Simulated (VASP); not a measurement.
Consider the following.

```xyz
2
Lattice="3.1289 0.0000 0.0000 0.0000 3.1289 0.0000 0.0000 0.0000 3.1289" Properties=species:S:1:pos:R:3 pbc="T T T"
Ag     0.0000     0.0000     0.0000
Cl     1.5644     1.5644     1.5644
```

These are PBEsol GGA, VASP's PBE PAW potentials (set 64) (plane waves; VASP) values and carry that method's errors. Numerical set-up: 500 eV cut-off, 8×8×8 Γ-centred mesh, Gaussian smearing of 0.050 eV, potentials Ag Cl.

**Question.** What does the run give for the energy per atom (σ→0), pressure, band gap (on the k-mesh) with the smallest direct gap where there is one?

**Answer.** 
| Quantity | Result |
|---|---|
| band gap (on the k-mesh) | 0.70 eV |
| smallest direct gap (on the k-mesh) | 3.23 eV |
| energy per atom (σ→0) | -2.749 eV/atom |
| pressure | 19.86 GPa |

The structure was generated: AgCl was put into the CsCl type type (Pm-3m), which need not be its known phase. It was relaxed first under an external pressure of 20 GPa.
